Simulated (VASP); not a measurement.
A run of VASP 6.6.1:

File INCAR:

```
ALGO     = Normal         # electronic algorithm
EDIFF    = 1E-7           # SCF threshold, eV
ENCUT    = 520            # plane-wave cutoff, eV
GGA      = PE             # functional
ISIF     = 2              # what is computed and relaxed
ISMEAR   = -1             # smearing method
LASPH    = True           # aspherical terms in the spheres
LCHARG   = False          # write CHGCAR
LREAL    = False          # projectors in reciprocal space
LWAVE    = False          # write WAVECAR
NBANDS   = 23             # bands
NELM     = 100            # most SCF steps
PREC     = Accurate       # precision mode
SIGMA    = 0.05           # smearing width, eV
```

File KPOINTS:

```
k-points
0
Gamma
  10 10 5
```

POSCAR

```
Li2RuN2
1.0
    3.1642327038      0.0000000000      0.0000000000
   -1.5821163519      2.7403059050      0.0000000000
    0.0000000000      0.0000000000      5.2114500038
Ru N Li
1 2 2
Direct
   -0.0018370000     -0.0085290000      0.0015370000
    0.3207090000      0.6581200000      0.2143720000
    0.6470900000      0.3035570000      0.7918730000
    0.3423100000      0.6737030000      0.6407680000
    0.6743200000      0.3428450000      0.3536560000
```

Potentials or basis: VASP PAW PBE potentials, release 64 (Ru_pv, N, Li_sv).

Command:

```bash
$ cat potpaw_PBE.64/Ru_pv/POTCAR potpaw_PBE.64/N/POTCAR potpaw_PBE.64/Li_sv/POTCAR > POTCAR
$ mpirun -np 1 vasp_std > vasp.out
```

Hardware: 1 thread of Intel(R) Xeon(R) 6975P-C (Granite Rapids) (shared host).

Problem. Estimate the wall time of this run.

Solution. Run time: 96 s on 1 thread of Intel(R) Xeon(R) 6975P-C (Granite Rapids), with other jobs on the host, peak memory 0.34 GiB. Counts: scf iterations 18, k points 252.
